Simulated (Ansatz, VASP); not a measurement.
**Cross-check of TiCo between VASP and Ansatz**

Aim: how closely do two programs agree when they are given the same cell, functional and k mesh? The cell is taken from a series of runs on this material, whose earlier steps may have relaxed, scaled, displaced or heated it; both programs get it as it stands.

Program: Ansatz 0.2.0. Level of theory: plane waves, with VASP 6.6.1 beside it; relaxation of cell and atoms at PBEsol. Results are calculated unless marked as measured.

## 1. Starting point

Symmetry: Pm-3m, No. 221, cubic system. The conventional cell has a = 2.934 Å, b = 2.934 Å, c = 2.934 Å, α = 90.00°, β = 90.00°, γ = 90.00°. Nearest to Ti lie 8 Co at 2.54 Å. Nearest to Co lie 8 Ti at 2.54 Å. Farther neighbours are not listed.

## 2. Ansatz: relaxation of cell and atoms, PBEsol, pair 1

Ansatz runs on its default PAW (the set named soft_2) files.

The relaxed volume is the usual yardstick between codes: in a stiff, nearly cubic crystal its relative difference is about their pressure difference at one cell divided by the bulk modulus.

input.yaml reads:

```yaml
crystal:
  lattice:
    - [2.9337615293, 0.0, 0.0]
    - [0.0, 2.9337615293, 0.0]
    - [0.0, 0.0, 2.9337615293]
  atoms:
    - { symbol: Ti, position: [0.0, 0.0, 0.0] }
    - { symbol: Co, position: [0.5, 0.5, 0.5], spin: 0.27 }
kpoints:
  mp_grid: { grid: [14, 14, 14] }
hamiltonian:
  xc: pbesol
scf:
  occupations: { method: gaussian, width: 0.1 }
output:
  forces: true
  stress: true
  eigenvalues: true
  populations: true
  write_density: true
  write_potential: true
  elf: true
  volumetric_format: npy
magnetization:
  spin_polarized: true
relax:
  adjacent_minimum: "off"
  f_tol: 0.005
  max_steps: 80
  cell: { stress_tol: 0.05 }
```

On the command line:

```sh
$ ansatz run input.yaml --threads 4 --pin off --max-ram 8192MiB --backend cpu --events-out ev --progress --plain --runs-dir out
```

Numbers of over 12 decimals in the logs are rounded to 6 here.

The program printed:

```text
Engine: ansatz 0.2.0, aarch64-unknown-linux-gnu
Pseudopotentials: kind: paw
Pseudopotential: Ti, paw, valence charge 12, recommended cutoff 420 eV (normal), Ti.paw.azcp
Pseudopotential: Co, paw, valence charge 17, recommended cutoff 420 eV (normal), Co.paw.azcp
Functional definition: PBEsol
  exchange = pbesol_x
  correlation = pbesol_c
Crystal: 2 atoms, lattice volume = 25.251 Å³
Basis set: ecut = 420 eV, 485 PW (Γ), exchange–correlation on 40×40×40 points (8 copies of the dense FFT grid, shifted against one another)
Bands: 19, of which v1, the nominal top of the filled ones, is band 15 counted from 1 (14 counted from 0)
Symmetry: 48 space group operations
Space group: Pm-3m (ITA 221), of the structure as read, at distance tolerance 2.9e-5 Å
Magnetic group: BNS 221.92 (UNI 1594), of the structure as read, at distance tolerance 2.9e-5 Å
k-points: 120 of 2744
Non-local potential: Ti, projectors of the file, l = 0: 3, l = 1: 2, l = 2: 3, l = 3: 1
Non-local potential: Co, projectors of the file, l = 0: 3, l = 1: 2, l = 2: 3, l = 3: 1
PAW form: soft (Blöchl's): semilocal exchange-correlation on the pseudo side does not see the compensation charge
PAW frozen core: Ti, regenerated for the run's functional, and the local potential with it (the file was generated under x = pbe(κ = 0.804, μ = 0.219515), c = pbe(β = 0.066725))
PAW frozen core: Co, regenerated for the run's functional, and the local potential with it (the file was generated under x = pbe(κ = 0.804, μ = 0.219515), c = pbe(β = 0.066725))
PAW one-centre angular grid: Ti, 590 points (default); XC on 64 Gauss nodes
PAW one-centre angular grid: Co, 590 points (default); XC on 64 Gauss nodes
Initial density: superposition of atomic densities (chi_scale 0.1, normalization cell)
Starting moments: Σ|m| = 0.27 μB on 1 of 2 sites
Initial wavefunctions: pseudopotential atomic-orbital guess
Functional: x = pbesol(κ = 0.804, μ = 0.123457), c = pbesol(β = 0.046)
SCF iter   1: F=—  HF=-7567.594503 eV  |F-HF|=—  |Δ(HF+E_count)|=         —  Δρ=6.81e-2 (↑4.90e-2 ↓6.81e-2)  dr2=2.14e0  dr2_m=2.95e-2  M=0.356 μB ∫|m|=0.364 μB  β_m=0.30  ethr=3.10e-3  ⟨swp⟩=3.6  Hψ=17315  notcnv=0
Mixer restart at iter 1: flushing history
preconditioner: auto → none  [metal: Δε(μ)=0.007 eV  Ē_g=4.618 eV  σ=0.100 eV  W_gap=0.04  n_scr=6 (ndim 8)  ℏωp=26.6 eV  f_vac=0.000  D(μ)=2.80/eV (n_scr^D=32)  sad-step TF]
SCF iter   2: F=—  HF=-7566.757801 eV  |F-HF|=—  |Δ(HF+E_count)|=   8.37e-1  Δρ=2.77e-2 (↑2.77e-2 ↓2.74e-2)  dr2=8.16e-1  dr2_m=1.91e-2  M=0.355 μB ∫|m|=0.371 μB  β_m=0.34  ethr=3.10e-3  ⟨swp⟩=2.0  Hψ=8748  notcnv=0  defer=57
SCF iter   3: F=—  HF=-7567.285924 eV  |F-HF|=—  |Δ(HF+E_count)|=   5.28e-1  Δρ=2.20e-2 (↑7.81e-3 ↓2.20e-2)  dr2=1.20e-1  dr2_m=1.72e-2  M=0.389 μB ∫|m|=0.406 μB  β_m=0.33  ethr=2.81e-3  ⟨swp⟩=2.5  Hψ=7484  notcnv=0  defer=58
SCF iter   4: F=—  HF=-7567.546541 eV  |F-HF|=—  |Δ(HF+E_count)|=         —  Δρ=7.86e-2 (↑5.48e-2 ↓7.86e-2)  dr2=1.49e-1  dr2_m=1.02e0  M=0.891 μB ∫|m|=1.054 μB  β_m=1.00  ethr=4.15e-4  ⟨swp⟩=2.0  Hψ=7370  notcnv=0  defer=47
Mixer restart at iter 4: flushing history
SCF iter   5: F=—  HF=-7568.052700 eV  |F-HF|=—  |Δ(HF+E_count)|=   5.06e-1  Δρ=1.54e-1 (↑6.64e-2 ↓1.54e-1)  dr2=9.90e0  dr2_m=5.12e-1  M=0.401 μB ∫|m|=0.565 μB  β_m=0.33  ethr=1.72e-4  ⟨swp⟩=3.2  Hψ=11663  notcnv=0  defer=42
SCF iter   6: F=—  HF=-7568.863088 eV  |F-HF|=—  |Δ(HF+E_count)|=   8.10e-1  Δρ=1.40e-1 (↑1.30e-1 ↓1.40e-1)  dr2=1.44e1  dr2_m=1.01e-2  M=0.798 μB ∫|m|=0.976 μB  β_m=0.21  ethr=1.72e-4  ⟨swp⟩=3.8  Hψ=14076  notcnv=0  defer=71
SCF iter   7: F=—  HF=-7567.734505 eV  |F-HF|=—  |Δ(HF+E_count)|=    1.13e0  Δρ=1.57e-2 (↑1.19e-2 ↓1.57e-2)  dr2=1.11e-1  dr2_m=1.72e-3  M=0.788 μB ∫|m|=0.929 μB  β_m=0.24  ethr=1.72e-4  ⟨swp⟩=3.1  Hψ=12866  notcnv=0  defer=51
SCF iter   8: F=—  HF=-7567.696944 eV  |F-HF|=—  |Δ(HF+E_count)|=   3.76e-2  Δρ=5.76e-3 (↑1.59e-3 ↓5.76e-3)  dr2=1.11e-2  dr2_m=2.07e-3  M=0.745 μB ∫|m|=0.881 μB  β_m=0.42  ethr=1.72e-4  ⟨swp⟩=2.2  Hψ=8641  notcnv=0  defer=56
[...]
preconditioner: auto → none  [metal: Δε(μ)=0.006 eV  Ē_g=4.215 eV  σ=0.100 eV  W_gap=0.04  n_scr=0 (ndim 8)  ℏωp=26.6 eV  f_vac=0.000  D(μ)=2.36/eV (n_scr^D=26)]
[...]
SCF 3 converged in 11 iterations: F = -7567.717077 eV  dr2 = 1.29e-8
relax step   3: F+E_penalty+E_count = -7567.71707714 eV  Δ(F+E_penalty+E_count) = +2.366e-6 eV  max|allowed force component| = 1.900e-29 eV/Å  Δτ_max = 0.0000 Å  P = +0.000 GPa  Ω = 25.373 Å³  energy of the carried Pulay correction = -6.923e-5 eV  (11 SCF iters, dr2 threshold 5.03e-8 eV, accepted)
Initial wavefunctions: pseudopotential atomic-orbital guess (no wavefunctions were taken with the density)
[...]
SCF iter   1: F=—  HF=-7567.717146 eV  |F-HF|=—  |Δ(HF+E_count)|=         —  Δρ=3.24e-5 (↑9.80e-6 ↓3.24e-5)  dr2=2.11e-7  dr2_m=3.95e-8  M=0.645 μB ∫|m|=0.750 μB  β_m=0.65  ethr=7.13e-9  ⟨swp⟩=3.6  Hψ=32341  notcnv=0
preconditioner: auto → none  [metal: Δε(μ)=0.005 eV  Ē_g=4.216 eV  σ=0.100 eV  W_gap=0.03  n_scr=0 (ndim 8)  ℏωp=26.6 eV  f_vac=0.000  D(μ)=2.36/eV (n_scr^D=26)]
SCF iter   2: F=—  HF=-7567.717146 eV  |F-HF|=—  |Δ(HF+E_count)|=   5.65e-8  Δρ=2.92e-5 (↑2.92e-5 ↓8.51e-6)  dr2=2.69e-7  dr2_m=3.52e-8  M=0.645 μB ∫|m|=0.751 μB  β_m=0.40  ethr=7.27e-10  ⟨swp⟩=2.0  Hψ=8145  notcnv=0
SCF iter   3: F=—  HF=-7567.717146 eV  |F-HF|=—  |Δ(HF+E_count)|=   7.34e-9  Δρ=1.47e-5 (↑3.73e-6 ↓1.47e-5)  dr2=3.63e-8  dr2_m=9.00e-9  M=0.645 μB ∫|m|=0.751 μB  β_m=0.43  ethr=7.27e-10  ⟨swp⟩=2.8  Hψ=7902  notcnv=0
SCF iter   4: F=—  HF=-7567.717146 eV  |F-HF|=—  |Δ(HF+E_count)|=   6.69e-9  Δρ=3.93e-6 (↑3.93e-6 ↓3.52e-6)  dr2=5.40e-10  dr2_m=3.05e-9  M=0.645 μB ∫|m|=0.751 μB  β_m=0.49  ethr=1.25e-10  ⟨swp⟩=1.8  Hψ=5726  notcnv=0
SCF iter   5: F=—  HF=-7567.717146 eV  |F-HF|=—  |Δ(HF+E_count)|=   4.49e-9  Δρ=1.82e-6 (↑1.82e-6 ↓1.23e-6)  dr2=2.75e-9  dr2_m=3.94e-11  M=0.645 μB ∫|m|=0.751 μB  β_m=0.47  ethr=1.86e-12  ⟨swp⟩=2.0  Hψ=8135  notcnv=0
SCF iter   6: F=—  HF=-7567.717146 eV  |F-HF|=—  |Δ(HF+E_count)|=   2.83e-9  Δρ=1.46e-6 (↑4.30e-7 ↓1.46e-6)  dr2=4.73e-10  dr2_m=1.75e-10  M=0.645 μB ∫|m|=0.751 μB  β_m=0.74  ethr=1.86e-12  ⟨swp⟩=2.1  Hψ=7142  notcnv=0
SCF iter   7: F=—  HF=-7567.717146 eV  |F-HF|=—  |Δ(HF+E_count)|=   1.35e-9  Δρ=1.77e-6 (↑4.66e-7 ↓1.77e-6)  dr2=8.48e-10  dr2_m=2.15e-10  M=0.645 μB ∫|m|=0.751 μB  β_m=0.74  ethr=1.63e-12  ⟨swp⟩=1.6  Hψ=5431  notcnv=0
SCF iter   8: F=—  HF=-7567.717146 eV  |F-HF|=—  |Δ(HF+E_count)|=   2.42e-9  Δρ=4.84e-7 (↑4.47e-7 ↓4.84e-7)  dr2=1.54e-10  dr2_m=3.64e-12  M=0.645 μB ∫|m|=0.750 μB  β_m=0.74  ethr=1.63e-12  ⟨swp⟩=2.9  Hψ=8696  notcnv=0
SCF iter   9: F=—  HF=-7567.717146 eV  |F-HF|=—  |Δ(HF+E_count)|=  2.62e-10  Δρ=1.24e-7 (↑1.24e-7 ↓3.27e-8)  dr2=2.49e-12  dr2_m=9.68e-13  M=0.645 μB ∫|m|=0.750 μB  β_m=0.87  ethr=1.00e-12  ⟨swp⟩=2.0  Hψ=6959  notcnv=0
SCF iter  10: F=-7567.717146 eV  HF=-7567.717146 eV  |F-HF|=2.73e-12  |Δ(HF+E_count)|=  4.55e-12  Δρ=4.39e-8 (↑3.90e-8 ↓4.39e-8)  dr2=1.56e-12  dr2_m=3.54e-14  M=0.645 μB ∫|m|=0.750 μB  ethr=1.00e-12  ⟨swp⟩=4.0  Hψ=18042  notcnv=0
SCF 4 converged in 10 iterations: F = -7567.717146 eV  dr2 = 1.56e-12
relax step   4: F+E_penalty+E_count = -7567.71714591 eV  Δ(F+E_penalty+E_count) = -6.877e-5 eV  max|allowed force component| = 1.466e-29 eV/Å  Δτ_max = 0.0000 Å  P = +0.007 GPa  Ω = 25.373 Å³  stress off target by 7.38e-3 GPa  SCF on the basis re-selected at this cell (its energy is not comparable with the rows above)  (10 SCF iters)
basis re-selected at this cell: Δ(F+E_penalty+E_count) = -6.877e-5 eV, ΔP = +0.007 GPa vs the last step (what re-selecting the basis moved, of the pressure what is left beyond the Pulay correction that the steps carried, after the strain that the cell walked since its last selection, with what the two solves' SCF thresholds leave and, on support functions, any second-order correction that the steps lacked; it is no m [...]
SCF converged after 10 iterations
Magnetization: 0.6454 μB (14.8227 up, 14.1773 down)
Absolute magnetization: 0.7564 μB (∫|ρ↑−ρ↓|, with the PAW one-centre terms)
Spin contamination: 0.0324 ħ² per cell (⟨S²⟩ above its minimum at these occupations)
Per-site moments (μB) at R_I (Å): [(-0.00462372, 1.049739), (0.683949, 1.049739)]
Free energy (F): -7567.717146 eV
Harris-Foulkes:  -7567.717146 eV  (|F-HF|=2.73e-12)
Internal energy: -7567.705346 eV  (E = F + TS)
E sigma→0 (E₀):  -7567.711246 eV
Entropy (-TS):   -0.011800 eV (-5.900 meV/atom)
Fermi energy:    17.480835 eV
--- Per-component energies (eV) ---
  E_band       = -378.948526
  E_kinetic    = 732.126877
  E_local      = -3792.568188  (includes V_loc(G=0)·N_el)
  E_nonlocal   = 463.100373
  E_hartree    = 1603.298353
  E_xc         = -256.489446
  E_vxc        = -328.731350  (∫ρ·V_xc dr)
  E_paw        = -2505.684343  (= ΣΔE_a)
  E_vpaw       = -659.473196  (= ΣTr[D̂ρ^β])
  E_aug_tail   = 0.000181  (compensation charges beyond the density's cutoff)
  E_ewald      = -3811.816955
  E_core_change = 0.327804  (= ΣΔE_core)
  E_smearing   = -0.011800  (= −TS)
  E_closure    = -0.000000  (closes the sum)
  Σ components = -7567.717146   (vs F -7567.717146, Δ=0.00e0)
--- Forces (eV/Å), atoms counted from 1 ---
  atom   1  Ti    -0.00000000    -0.00000000    -0.00000000
  atom   2  Co    -0.00000000    -0.00000000     0.00000000
  max |Σ_I F_I| component: 2.96e-29 eV/Å
--- Stress (GPa, compression-positive) ---
        0.007377       0.000000       0.000000
        0.000000       0.007377      -0.000000
        0.000000      -0.000000       0.007377
  P = ⅓ Tr σ = 0.0074 GPa (0.074 kbar)
--- Band table (eV; the first three rows and the last of 240) ---
  k-point 0 ↑: bands = [... 11 lower, 15.6347, 15.6347, 15.6347, 18.0711, 18.0711, 20.3466, 20.3466, 20.3466]
  k-point 1 ↑: bands = [... 11 lower, 15.6269, 15.6269, 15.6530, 18.0195, 18.0920, 20.1932, 20.1932, 20.3235]
  k-point 2 ↑: bands = [... 11 lower, 15.6060, 15.6060, 15.7049, 17.8683, 18.1398, 19.8055, 19.8055, 20.2579]
  k-point 119 ↓: bands = [... 11 lower, 15.2105, 15.2105, 15.2105, 17.2878, 17.2878, 20.8275, 20.8275, 24.9187]
--- Relaxed structure (3 steps of the walk, 3 accepted, 1 SCFs on fresh bases) ---
  F+E_penalty+E_count = -7567.71714591 eV   max|allowed force component| = 1.466e-29 eV/Å   (the final SCF, on the basis selected at the relaxed cell)
  cell:  # Å, volume = 25.3735 Å³
    - [2.938507, 0, 0]
    - [0, 2.938507, 0]
    - [0, 0, 2.938507]
  atoms:
    - { symbol: Ti, position: [0, 0, 0] }
    - { symbol: Co, position: [0.5, 0.5, 0.5] }
--- Löwdin populations: 2 sites ---
  site symbol       q [e]    m [muB]
     0     Ti     11.8310    -0.0039
     1     Co     16.8274     0.6724
  spilling = 0.011779 (of n_electrons = 29.000000)
```

In the SCF lines HF is the Harris–Foulkes energy and dr2 the Hartree energy of the density residual, in eV; the loop may stop once dr2 is under the threshold and the program's other checks hold. Hψ counts applications of the Hamiltonian.

(Part 1 of 3 ends here.)

[Lines on the potential files, build, host, timing and source positions are cut from VASP's logs without a mark.]

[Logs are printed without paths, hosts, clocks, repeated set-up lines and the standing remarks that a program may print on its own settings, such as how far it seeks lower states.]

[Hosts, paths, dates, database ids (printed as entryN), source tags and the programs' standing remarks are cut or masked in the printed files.]
